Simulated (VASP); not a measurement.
Consider the following.

```
Cu
1.0
    0.00000     1.81435     1.81435
    1.81435     0.00000     1.81435
    1.81435     1.81435     0.00000
Cu
1
Direct
  0.00000   0.00000   0.00000
```

Calculation: PBE GGA, VASP's PBE PAW potentials (set 64) (plane waves; VASP). Settings: 480 eV cut-off, 16×16×16 Γ-centred mesh, first-order Methfessel-Paxton smearing of 0.10 eV, potentials Cu.

Energy and stress use the plane-wave basis of the starting cell.

Task: The ions, cell shape and volume at an external pressure of 15.0 GPa are relaxed. Predict the relaxed structure.

Result: 
```
Cu
1.0
    0.00000     1.76492     1.76492
    1.76492     0.00000     1.76492
    1.76492     1.76492     0.00000
Cu
1
Direct
  0.00000   0.00000   0.00000
```
Space group Fm-3m (225), at a tolerance of 0.03 Å.

Task: How do energy and volume change from the first to the last step?

Result: The energy (σ→0) changes by +42.5 meV/atom and the volume by -8.0 %, in 4 ionic steps.

```
step  E(σ→0) (eV)  max force (eV/Å)  pressure (GPa)  volume (Å³)
----  -----------  ----------------  --------------  -----------
1         -3.7274             0.000            0.40        11.95
2         -3.5575             0.000           35.23        10.16
3         -3.6867             0.000           14.78        11.01
4         -3.6850             0.000           15.13        11.00
```

The compound is Cu in the fcc structure. This run relaxes it under an external pressure of 15 GPa. Symmetry was kept, so distortions that lower it aren't found.
